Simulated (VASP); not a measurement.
Data:

```xyz
2
Lattice="3.6804 -1.8800 0.0000 3.6804 1.8800 0.0000 2.7200 0.0000 3.1114" Properties=species:S:1:pos:R:3 pbc="T T T"
As     2.2883     0.0000     0.7063
As     7.7924     0.0000     2.4051
```

Computed with PBE GGA, VASP's PBE PAW potentials (set 64) (plane waves; VASP 6.6.1). Settings: 400 eV cut-off, 11×11×11 Γ-centred mesh, Gaussian smearing of 0.30 eV, potentials As.

Problem. Estimate the energy per atom (σ→0), pressure, largest force, band gap (on the k-mesh) with the smallest direct gap where there is one.

Solution. 
The band gap (on the k-mesh) is none (metal, semimetal or under 0.01 eV) and the energy per atom (σ→0) comes out as -4.661 eV/atom. The pressure is 3.52 GPa. The largest force is 0.307 eV/Å.

Total energies compare only between runs with the same potentials, cut-off and functional.

The compound is As in the a7 structure. The cell was not relaxed at this level. The run is one of a series of settings (ISMEAR = 0, SIGMA = 0.3 against the base run), some of them coarse on purpose.
